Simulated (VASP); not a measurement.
# Au (Gold): which input changes matter, part 3 of 3

Aim: change the input of a sound run on Au (Gold) piece by piece and see what each change does. All runs use PBEsol. The start is a cell from a database of measured crystal structures.

VASP 6.6.1; PBEsol; plane waves and PAW (Au).

Still holding for the runs below: This run has no spin polarisation. Its electron count is odd, so without a moment it is a metal by construction. The k-mesh is coarse for a metal.

So far. Step 5 (Total energy, forces and stress (PBEsol) with a changed …): Against the reference run the energy at zero smearing moves by +131.81 meV an atom and the pressure by +0.75 GPa. Step 6 (Full relaxation (PBEsol) with a changed input): It ends with forces that vanish by symmetry and a pressure of -0.02 GPa. The relaxed cell has a = 4.081 Å (conventional setting).

The database entry behind the starting cell differs from later determinations by our own check (about 0.15 % short), so it need not match the best structure at ambient conditions.

### Step 9. Relaxing cell and atoms (PBEsol)

Properties are meant for the cell that this level of theory prefers, so cell and atoms are relaxed first (ISIF = 3) until forces and stress are small; EDIFFG sets the threshold.

The input, INCAR:

```
SYSTEM = Au
PREC = Accurate
ENCUT = 400
EDIFF = 1E-06
NELM = 100
ISMEAR = -1
SIGMA = 0.05
LREAL = .FALSE.
ALGO = Normal
GGA = PS
NBANDS = 11
LASPH = .TRUE.
LORBIT = 11
LWAVE = .FALSE.
LCHARG = .FALSE.
KPAR = 2
IBRION = 2
NSW = 60
ISIF = 3
EDIFFG = -0.01
```

The input, POSCAR:

```
Au
1.0
    0.0000000000      2.0360000000      2.0360000000
    2.0360000000      0.0000000000      2.0360000000
    2.0360000000      2.0360000000      0.0000000000
Au
1
Direct
    0.0000000000      0.0000000000      0.0000000000
```

The input, KPOINTS:

```
Automatic mesh
0
Gamma
9 9 9
0 0 0
```

Potentials, in the order of the species: Au (PBE family, release 64).

Run with:

```bash
$ mpirun -np 2 vasp_std
```

The program printed:

```text
[... set-up lines as in an earlier step ...]
 entering main loop
       N       E                     dE             d eps       ncg     rms          rms(c)
[... 11 cycles as in an earlier step ...]
   1 F= -.39481478E+01 E0= -.39478965E+01  d E =-.394815E+01
 curvature:   0.00 expect dE= 0.000E+00 dE for cont linesearch  0.000E+00
 trial: gam= 0.00000 g(F)=  0.383E-63 g(S)=  0.200E-02 ort = 0.000E+00 (trialstep = 0.100E+01)
 search vector abs. value=  0.200E-02
 bond charge predicted
       N       E                     dE             d eps       ncg     rms          rms(c)
DAV:   1    -0.398265085016E+01   -0.34503E-01   -0.65764E-01   806   0.790E+00    0.112E+00
DAV:   2    -0.394898456028E+01    0.33666E-01   -0.10105E-01   800   0.265E+00    0.492E-01
DAV:   3    -0.394742983717E+01    0.15547E-02   -0.64359E-03   860   0.651E-01    0.355E-01
DAV:   4    -0.394740417461E+01    0.25663E-04   -0.21858E-04   809   0.103E-01    0.131E-02
DAV:   5    -0.394740500563E+01   -0.83102E-06   -0.60355E-06   888   0.182E-02
   2 F= -.39474050E+01 E0= -.39471622E+01  d E =0.742819E-03
 trial-energy change:    0.000743  1 .order    0.000681   -0.002003    0.003365
 step:   0.3573(harm=  0.3732)  dis= 0.00000  next Energy=    -3.948503 (dE=-0.355E-03)
 bond charge predicted
       N       E                     dE             d eps       ncg     rms          rms(c)
DAV:   1    -0.396311649155E+01   -0.15712E-01   -0.27109E-01   809   0.506E+00    0.718E-01
DAV:   2    -0.394910696050E+01    0.14010E-01   -0.42261E-02   797   0.171E+00    0.286E-01
DAV:   3    -0.394849587174E+01    0.61109E-03   -0.26083E-03   854   0.413E-01    0.206E-01
DAV:   4    -0.394850610972E+01   -0.10238E-04   -0.10731E-04   809   0.702E-02    0.134E-02
DAV:   5    -0.394850562745E+01    0.48227E-06   -0.14238E-06   833   0.111E-02
   3 F= -.39485056E+01 E0= -.39482581E+01  d E =-.357803E-03
 curvature:  -0.19 expect dE=-0.133E-06 dE for cont linesearch -0.133E-06
 trial: gam= 0.00000 g(F)=  0.419E-63 g(S)=  0.713E-06 ort =-0.378E-04 (trialstep = 0.871E+00)
 search vector abs. value=  0.713E-06
 reached required accuracy - stopping structural energy minimisation
```

It took 6.8 s on 2 MPI ranks of AMD EPYC 7R43, shared host; peak memory 0.2 GiB; 13 s of CPU time.

From OUTCAR (step 9):

```text
   NELECT =      11.0000    total number of electrons

 E-fermi :   9.3028

 k-point     1 :       0.0000    0.0000    0.0000
  band No.  band energies     occupation
    ...
      2       4.6444      2.00000
      3       4.6444      2.00000
      4       4.6444      2.00000
      5       6.1827      2.00000
      6       6.1827      2.00000
      7      23.8339      0.00000
      8      27.8451      0.00000
      9      27.8451      0.00000
     10      27.8451      0.00000
     11      32.7229      0.00000

  Total       -0.0022196     -0.0022196     -0.0022196      0.0000000      0.0000000      0.0000000
  in kB       -0.2094033     -0.2094033     -0.2094033      0.0000000      0.0000000      0.0000000
  external PRESSURE =      -0.2094033 kB  Pullay stress =       0.0000000 kB

  FREE ENERGIE OF THE ION-ELECTRON SYSTEM (eV)
  ---------------------------------------------------
  free  energy   TOTEN  =        -3.9485056275 eV

  energy  without entropy=       -3.9480106482  energy(sigma->0) =       -3.94825814

[... 10 parts as in an earlier step ...]

[... 9 further parts left out ...]
```

The steps of the relaxation:

| step | energy less that of the first step (eV) | largest force (eV/Å) | pressure (GPa) | volume (Å³) |
| --- | --- | --- | --- | --- |
| 1 | 0.0000 | 0.0000 | 1.12 | 16.88 |
| 2 | 0.0007 | 0.0000 | -1.84 | 17.17 |
| 3 | -0.0004 | 0.0000 | -0.02 | 16.98 |

| conventional cell, symmetrised | before | after | change |
| --- | --- | --- | --- |
| a (Å) | 4.072 | 4.080 | +0.2 % |
| b (Å) | 4.072 | 4.080 | +0.2 % |
| c (Å) | 4.072 | 4.080 | +0.2 % |
| volume (Å³/atom) | 16.88 | 16.98 | +0.6 % |

Final coordinates:

```cif
data_structure
_symmetry_space_group_name_H-M 'P 1'
_symmetry_Int_Tables_number 1
_cell_length_a 2.8852
_cell_length_b 2.8852
_cell_length_c 2.8852
_cell_angle_alpha 60.000
_cell_angle_beta 60.000
_cell_angle_gamma 60.000
_cell_volume 16.98
loop_
_atom_site_label
_atom_site_type_symbol
_atom_site_fract_x
_atom_site_fract_y
_atom_site_fract_z
_atom_site_occupancy
Au1 Au 0.00000 0.00000 0.00000 1
```

Numbers from this step:

- bands: 11
- Fermi energy: 9.303 eV
- pressure: -0.02094 GPa
- SCF cycles over all ionic steps: 21

It ends with forces that vanish by symmetry and a pressure of -0.02 GPa.

### Step 10. The runs together

```
                                changed           job                                ended  energy (meV/atom)  pressure (GPa)  volume (%)
                NELMDL = 0, ENCUT = 700  single point  converged, with a warning or advice              +0.06           +0.06           -
                            ICHARG = 12  single point  converged, with a warning or advice                  -               -           -
               ISMEAR = -4, SIGMA = 0.5  single point  converged, with a warning or advice            +131.81           +0.75           -
EDIFFG = -0.05, ENCUT = 800, NBANDS = 7    relaxation                            converged                  -               -        +0.0
                POTIM = 2.0, IBRION = 1    relaxation                            converged                  -               -        +0.0
             NELMDL = 0, EDIFF = 0.0001  single point  converged, with a warning or advice              +0.00           -0.08           -
```

### Step 11. Summary of results

| Property | Result |
| --- | --- |
| NELMDL = 0, ENCUT = 700 (single point) | converged, with a warning or advice, +0.06 meV/atom |
| ICHARG = 12 (single point) | converged, with a warning or advice |
| ISMEAR = -4, SIGMA = 0.5 (single point) | converged, with a warning or advice, +131.81 meV/atom |
| EDIFFG = -0.05, ENCUT = 800, NBANDS = 7 (relaxation) | converged, volume +0.0 % |
| POTIM = 2.0, IBRION = 1 (relaxation) | converged, volume +0.0 % |
| NELMDL = 0, EDIFF = 0.0001 (single point) | converged, with a warning or advice, +0.00 meV/atom |

In words: Changes that show themselves, by a stop, a warning or no convergence: NELMDL = 0, ENCUT = 700; ICHARG = 12; ISMEAR = -4, SIGMA = 0.5; NELMDL = 0, EDIFF = 0.0001 (where several settings stand together, the step names the one at fault, if it is known). Changes with no effect beyond 1 meV an atom and 0.1 GPa here: NELMDL = 0, ENCUT = 700; NELMDL = 0, EDIFF = 0.0001. Differences of single points are from the reference run, and of volumes from the sound relaxation. The k-sampling is coarse for a metal, so the Fermi level, pressures and the shape of the cell carry errors.

[Lines on the potential files, build, host, timing and source positions are cut from VASP's logs without a mark.]

[Logs are printed without paths, hosts, clocks, repeated set-up lines and the standing remarks that a program may print on its own settings, such as how far it seeks lower states.]

[Hosts, paths, dates, database ids (printed as entryN), source tags and the programs' standing remarks are cut or masked in the printed files.]

[A measured line is paired with the nearest computed mode of its activity, which favours agreement.]

[In band tables of VASP the shares of atoms and orbitals are scaled to a sum of 1 inside the atoms' spheres.]
